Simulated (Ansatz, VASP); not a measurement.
# KMgF3: VASP beside Ansatz, part 2 of 2

Aim: how closely do two programs agree when they are given the same cell, functional and k mesh? The cell is taken from a series of runs on this material, whose earlier steps may have relaxed, scaled, displaced or heated it; both programs get it as it stands.

VASP 6.6.1 and Ansatz 0.2.0.

So far: The starting structure; Ansatz: relaxation of cell and atoms, PBEsol; VASP: relaxation of cell and atoms, PBEsol.

## (3) VASP: relaxation of cell and atoms, PBEsol (continued)

Level of this step: PBEsol; plane waves and PAW (K_sv, Mg, F) (VASP).

Numbers of over 12 decimals in the logs are rounded to 6 here.

From OUTCAR (step 3):

```text
ion  position               nearest neighbor table
   1  0.500  0.500  0.500-   3 2.82   4 2.82   5 2.82   3 2.82   4 2.82   3 2.82   5 2.82   3 2.82
                             4 2.82   5 2.82   4 2.82   5 2.82   2 3.45   2 3.45   2 3.45   2 3.45
   2  1.000  1.000  1.000-   3 1.99   4 1.99   5 1.99   5 1.99   4 1.99   3 1.99   1 3.45   1 3.45
                             1 3.45   1 3.45   1 3.45   1 3.45   1 3.45   1 3.45
   3  0.500  1.000  1.000-   2 1.99   2 1.99   1 2.82   1 2.82   1 2.82   1 2.82
   4  1.000  0.500  1.000-   2 1.99   2 1.99   1 2.82   1 2.82   1 2.82   1 2.82
   5  1.000  1.000  0.500-   2 1.99   2 1.99   1 2.82   1 2.82   1 2.82   1 2.82

  LATTYP: Found a simple cubic cell.
 ALAT       =     3.9887690000

 Subroutine GETGRP returns: Found 48 space group operations
 (whereof 48 operations were pure point group operations)

The static configuration has the point symmetry O_h .

 Found     20 irreducible k-points:

   k-points           NKPTS =     20   k-points in BZ     NKDIM =     20   number of bands    NBANDS=     22

   dimension x,y,z NGX =    32 NGY =   32 NGZ =   32
   dimension x,y,z NGXF=    64 NGYF=   64 NGZF=   64

   ENCUT  =  600.0 eV  44.10 Ry    6.64 a.u.   7.97  7.97  7.97*2*pi/ulx,y,z

   NELECT =      32.0000    total number of electrons

 k-points in reciprocal lattice and weights: Automatic mesh
   0.00000000  0.00000000  0.00000000       0.005
   0.16666667  0.00000000  0.00000000       0.028
   0.33333333  0.00000000  0.00000000       0.028
   0.50000000  0.00000000  0.00000000       0.014
   0.16666667  0.16666667  0.00000000       0.056
   0.33333333  0.16666667  0.00000000       0.111
   0.50000000  0.16666667  0.00000000       0.056
   0.33333333  0.33333333  0.00000000       0.056
   0.50000000  0.33333333  0.00000000       0.056
[...]
0.50000000  0.50000000  0.33333333       0.028
   0.50000000  0.50000000  0.50000000       0.005

 average (electrostatic) potential at core
       1 -34.3022       2 -37.9834       3 -77.4241       4 -77.4241       5 -77.4241

 E-fermi :   1.8664

 k-point     1 :       0.0000    0.0000    0.0000
  band No.  band energies     occupation
    ...
     12      -2.3361      2.00000
     13      -2.3361      2.00000
     14      -2.0261      2.00000
     15      -2.0261      2.00000
     16      -2.0261      2.00000
     17       5.4347      0.00000
     18       8.2443      0.00000
     19       8.2443      0.00000
     20      10.4409      0.00000
     21      10.4409      0.00000
    ...

 k-point     2 :       0.1667    0.0000    0.0000
  band No.  band energies     occupation
    ...
     12      -2.3941      2.00000
     13      -2.3941      2.00000
     14      -2.2921      2.00000
     15      -2.0806      2.00000
     16      -2.0806      2.00000
     17       5.9229      0.00000
     18       8.4949      0.00000
     19       8.5364      0.00000
     20      10.5754      0.00000
     21      10.5900      0.00000
    ...

 k-point     3 :       0.3333    0.0000    0.0000
  band No.  band energies     occupation
    ...
     12      -2.5293      2.00000
     13      -2.5152      2.00000
     14      -2.5152      2.00000
     15      -2.1868      2.00000
     16      -2.1868      2.00000
     17       7.1100      0.00000
     18       8.9967      0.00000
     19       9.0262      0.00000
     20      10.8910      0.00000
     21      10.8929      0.00000
    ...

  Total       -0.0192933     -0.0192933     -0.0192933      0.0000000      0.0000000      0.0000000
  in kB       -0.4888989     -0.4888989     -0.4888989      0.0000000      0.0000000      0.0000000
  external PRESSURE =      -0.4888989 kB  Pullay stress =       0.0000000 kB

  energy-cutoff  :      600.00
  volume of cell :       63.23
      direct lattice vectors                 reciprocal lattice vectors
     3.983819373  0.000000000 -0.000000000     0.251015397  0.000000000 -0.000000000
     0.000000000  3.983819373  0.000000000    -0.000000000  0.251015397  0.000000000
     0.000000000  0.000000000  3.983819373     0.000000000 -0.000000000  0.251015397

 POSITION                                       TOTAL-FORCE (eV/Angst)
 -----------------------------------------------------------------------------------
      1.99191      1.99191      1.99191        -0.000000      0.000000      0.000000
      3.98382      3.98382      3.98382        -0.000000      0.000000      0.000000
      1.99191      3.98382      3.98382         0.000000      0.000000      0.000000
      3.98382      1.99191      3.98382         0.000000      0.000000      0.000000
      3.98382      3.98382      1.99191         0.000000      0.000000      0.000000
 -----------------------------------------------------------------------------------
    total drift:                                0.003019      0.003019      0.003019

  FREE ENERGIE OF THE ION-ELECTRON SYSTEM (eV)
  ---------------------------------------------------
  free  energy   TOTEN  =       -25.2704829224 eV

  energy  without entropy=      -25.2704829224  energy(sigma->0) =      -25.27048292

 reached required accuracy - stopping structural energy minimisation

 total charge
# of ion       s       p       d       tot
------------------------------------------
    1        1.955   5.579   0.029   7.562
    2        0.128   0.163   0.080   0.370
    3        1.723   4.397   0.000   6.120
    4        1.723   4.397   0.000   6.120
    5        1.723   4.397   0.000   6.120
--------------------------------------------------
tot          7.252  18.933   0.109  26.293

[... 3 further parts left out ...]
```

CONTCAR:

```
KMgF3
   1.00000000000000
     3.9838193726048923    0.0000000000000000   -0.0000000000000000
     0.0000000000000000    3.9838193726048923    0.0000000000000000
     0.0000000000000000    0.0000000000000000    3.9838193726048923
  K               Mg              F
     1     1     3
Direct
     0.4999998746000003    0.4999998746000003    0.4999998746000003
     0.9999998746000003    0.9999998746000003    0.9999998746000003
     0.4999998746000003    0.9999998746000003    0.9999998746000003
     0.9999998746000003    0.4999998746000003    0.9999998746000003
     0.9999998746000003    0.9999998746000003    0.4999998746000003
```

## (4) Comparison

Known differences besides the potentials themselves: fixed occupations in Ansatz, narrow Gaussian smearing in VASP; the data sets hold 40 valence electrons in Ansatz (on norm-conserving files, of PseudoDojo where its log says so) and 32 in VASP; the cutoff is 1142.88 eV in Ansatz and 600 eV in VASP; Ansatz adds a Pulay correction to the stress that steers its cell, VASP none. Total energies have different zeros and are not compared.

Both answers:

```tsv
quantity	Ansatz	VASP	difference
volume (Å³)	63.46	63.23	+0.37 %
edge a after relaxation, in the typed setting (Å)	3.989	3.984	+0.13 %
```

## (5) Summary of results

| Property | Result |
| --- | --- |
| difference in volume (relaxation of cell and atoms, PBEsol) | 0.37 % |

The difference in volume is 0.37 % (relaxation of cell and atoms, PBEsol), within the 1.2 % picked in this series as the mark of a large difference, as far as the stopping tolerances let one tell. The data sets hold unlike numbers of valence electrons (40 in Ansatz and 32 in VASP), so part of the differences comes from the potentials. Such differences can come from data sets, numerical settings and the points named under the comparisons, not from the functional's error against experiment.

[Lines on the potential files, build, host, timing and source positions are cut from VASP's logs without a mark.]

[Logs are printed without paths, hosts, clocks, repeated set-up lines and the standing remarks that a program may print on its own settings, such as how far it seeks lower states.]

[Hosts, paths, dates, database ids (printed as entryN), source tags and the programs' standing remarks are cut or masked in the printed files.]
